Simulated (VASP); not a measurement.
The system is Ag.

```
Ag
1.0
     0.00000    2.04275    2.04275
     2.04275    0.00000    2.04275
     2.04275    2.04275    0.00000
Ag
1
Direct
  0.00000 0.00000 0.00000
```

The cell was built by a generator and needn't be a form met in nature.

```yaml
Program: VASP 6.6.1
Task: relaxation of cell and atoms
Functional: LDA
Potentials_or_basis: VASP PAW LDA potentials, release 64 (Ag)
Cutoff: 600 eV
k_mesh: 16 × 16 × 16
Occupations: methfessel-paxton, width 0.1 eV
Spin: no spin polarisation
```

At the start: pressure -7.2 GPa; volume 17.05 Å³/atom.

**Question.** How do energy, volume and symmetry change on relaxing?

**Answer.** Over 3 steps the energy falls by 24.3 meV/atom and the volume is 16.04 Å³/atom (-5.9 %); space group Fm-3m (No. 225, to 0.05 Å).

The path:
```
step  energy change (eV)  largest force (eV/Å)  pressure (GPa)  volume (Å³)
   1              0.0000                0.0000           -7.17        17.05
   2             -0.0051                0.0000            8.17        15.24
   3             -0.0243                0.0000           -0.06        16.04
```

Final structure:
```cif
data_structure
_symmetry_space_group_name_H-M 'P 1'
_symmetry_Int_Tables_number 1
_cell_length_a 2.8307
_cell_length_b 2.8307
_cell_length_c 2.8307
_cell_angle_alpha 60.000
_cell_angle_beta 60.000
_cell_angle_gamma 60.000
_cell_volume 16.04
loop_
_atom_site_label
_atom_site_type_symbol
_atom_site_fract_x
_atom_site_fract_y
_atom_site_fract_z
_atom_site_occupancy
Ag1 Ag 0.00000 0.00000 0.00000 1
```
